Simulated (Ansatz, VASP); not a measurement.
**Tc3Sn in VASP and in Ansatz**

INCAR

```
SYSTEM = Tc3Sn
PREC     = Accurate       ! precision mode
ENCUT    = 520            ! plane-wave cutoff, eV
EDIFF    = 1E-7           ! SCF threshold, eV
ISMEAR   = -1             ! smearing method
SIGMA    = 0.05           ! smearing width, eV
LREAL    = .False.        ! projectors in reciprocal space
LASPH    = .True.         ! aspherical terms in the spheres
NELM     = 100            ! most SCF steps
ALGO     = Normal         ! electronic algorithm
ISIF     = 2              ! what is computed and relaxed
LWAVE    = .False.        ! write WAVECAR
LCHARG   = .False.        ! write CHGCAR
GGA      = PE             ! functional
NBANDS   = 34             ! bands
```

KPOINTS

```
regular mesh
0
Gamma
  7 7 7
  0 0 0
```

POSCAR

```
Tc3Sn
1.0
    0.0000000000      3.1721940000      3.1721940000
    3.1721940000      0.0000000000      3.1721940000
    3.1721940000      3.1721940000      0.0000000000
Sn Tc
1 3
Direct
   -0.0006780000     -0.0082460000     -0.0039810000
    0.5055900000      0.5090420000      0.4997500000
    0.7481290000      0.7590940000      0.7514150000
    0.2544250000      0.2493530000      0.2527440000
```

File input.yaml:

```yaml
crystal:
  lattice:
    - [0.0, 3.172194, 3.172194]
    - [3.172194, 0.0, 3.172194]
    - [3.172194, 3.172194, 0.0]
  atoms:
    - { symbol: Sn, position: [-0.000678, -0.008246, -0.003981] }
    - { symbol: Tc, position: [0.50559, 0.509042, 0.49975] }
    - { symbol: Tc, position: [0.748129, 0.759094, 0.751415] }
    - { symbol: Tc, position: [0.254425, 0.249353, 0.252744] }
hamiltonian:
  xc: pbe
  pseudopotentials: { kind: paw }
kpoints:
  mp_grid: { grid: [7, 7, 7] }
scf:
  occupations: { method: fermi_dirac, width: 0.05 }
output:
  forces: true
  stress: true
  eigenvalues: true
  write_density: true
  write_potential: true
  elf: true
  volumetric_format: npy
```

Change from the starting cell: atoms moved at random, drawn with an rms of 0.05 Å.

Alike in both runs: task single point; functional PBE; k mesh 7 × 7 × 7; occupations fermi-dirac, width 0.05 eV; no spin polarisation.

|  | VASP | Ansatz |
| --- | --- | --- |
| version | VASP 6.6.1 | Ansatz 0.2.0 |
| potentials or method | VASP PAW PBE potentials, release 64 (Sn_d, Tc_pv) | Ansatz PAW earlier set |
| plane-wave cutoff (eV) | 520 | 500 |
| valence electrons in the cell | 53 | 59 |

VASP gave:

* gap on the k mesh at the Fermi level (eV): none
* pressure (GPa): -1.8
* largest component of the traceless stress (GPa): 0.51
* rms of the force components (eV/Å): 0.356

Q: Estimate Ansatz's values.

A: gap on the k mesh at the Fermi level (eV): none; pressure (GPa): -1.5; largest component of the traceless stress (GPa): 0.51; rms of the force components (eV/Å): 0.356.

Atom by atom the forces differ by 0.002 eV/Å (rms over components). A gap of «none» marks a metal or a gap that the smearing closes. The two sets of potentials don't hold the same shells in valence.
